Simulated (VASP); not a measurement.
Here is the system:

```xyz
3
Lattice="-1.5951 1.5951 3.9125 1.5951 -1.5951 3.9125 1.5951 1.5951 -3.9125" Properties=species:S:1:pos:R:3 pbc="T T T"
Si     0.0000     0.0000     5.2055
Si     0.0000     0.0000     2.6196
Mo     0.0000     0.0000     0.0000
```

These are PBE GGA, VASP's PBE PAW potentials (set 64) (plane waves; VASP) values and carry that method's errors. Run with 500 eV cut-off, 13×13×13 Γ-centred mesh, first-order Methfessel-Paxton smearing of 0.10 eV, potentials Si Mo_sv.

Energy and stress use the plane-wave basis of the starting cell.

Q: The ions, cell shape and volume at an external pressure of 10.0 GPa are relaxed. Predict the relaxed structure.

A: 
```xyz
3
Lattice="-1.5833 1.5833 3.8884 1.5833 -1.5833 3.8884 1.5833 1.5833 -3.8884" Properties=species:S:1:pos:R:3 pbc="T T T"
Si     0.0000     0.0000     5.1758
Si     1.5833     1.5833    -1.2874
Mo     0.0000     0.0000     0.0000
```
Space group I4/mmm (139), at a tolerance of 0.03 Å.

Q: How do energy and volume change from the first to the last step?

A: The energy (σ→0) changes by +13.0 meV/atom and the volume by -2.1 %, in 5 ionic steps.

| step | E(σ→0) (eV) | max force (eV/Å) | pressure (GPa) | volume (Å³) |
|---|---|---|---|---|
| 1 | -23.2464 | 0.008 | 5.07 | 39.82 |
| 2 | -23.0667 | 0.147 | 20.67 | 37.51 |
| 3 | -23.2091 | 0.054 | 9.95 | 39.02 |
| 4 | -23.2081 | 0.055 | 10.02 | 39.00 |
| 5 | -23.2074 | 0.007 | 10.05 | 38.99 |

The compound is MoSi2 in the MoSi2 type structure. This run relaxes it under an external pressure of 10 GPa. Symmetry was kept, so distortions that lower it aren't found.
